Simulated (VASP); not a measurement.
Given:

```
CELL_PARAMETERS angstrom
      0.00000     2.71512     2.71512
      2.71512     0.00000     2.71512
      2.71512     2.71512     0.00000
ATOMIC_POSITIONS crystal
  Li 0.00000 0.00000 0.00000
  Br 0.50000 0.50000 0.50000
```

The numbers are results of PBE GGA with D3 dispersion (Becke-Johnson damping), VASP's PBE PAW potentials (set 64) (plane waves; VASP 6.6.1), not measurements. Numerical set-up: 520 eV cut-off, 9×9×9 Γ-centred mesh, Gaussian smearing of 0.050 eV, potentials Li_sv Br.

Predict the energy per atom (σ→0), band gap (on the k-mesh) with the smallest direct gap where there is one.

The band gap (on the k-mesh) is 5.12 eV. The smallest direct gap (on the k-mesh) is 5.12 eV and the energy per atom (σ→0) is -3.569 eV/atom.

Only differences to runs with the same potentials and settings are physical.

The compound is LiBr in the rock salt structure. This cell is one point of a volume scan, at 1.03 of the reference volume.
